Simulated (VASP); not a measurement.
Here is the system:

```
KZnF3
1.0
    3.97946     0.00000     0.00000
    0.00000     3.97946     0.00000
    0.00000     0.00000     3.97946
K Zn F
1 1 3
Cartesian
  0.00000   0.00000   0.00000
  1.98973   1.98973   1.98973
  1.98973   0.00000   1.98973
  0.00000   1.98973   1.98973
  1.98973   1.98973   0.00000
```

All values below come from LDA (Ceperley-Alder, Perdew-Zunger), VASP's LDA PAW potentials (set 64) (plane waves; VASP 6.6.1). Settings: 620 eV cut-off, 6×6×6 Γ-centred mesh, Gaussian smearing of 0.050 eV, potentials K_sv Zn F.

Estimate the energy per atom (σ→0), band gap (on the k-mesh) with the smallest direct gap where there is one.

- band gap (on the k-mesh) = 3.74 eV
- smallest direct gap (on the k-mesh) = 5.85 eV
- energy per atom (σ→0) = -4.623 eV/atom

Total energies compare only between runs with the same potentials, cut-off and functional.

The compound is KZnF3 in the cubic perovskite structure. It was relaxed first, which changed the volume by -5 %.
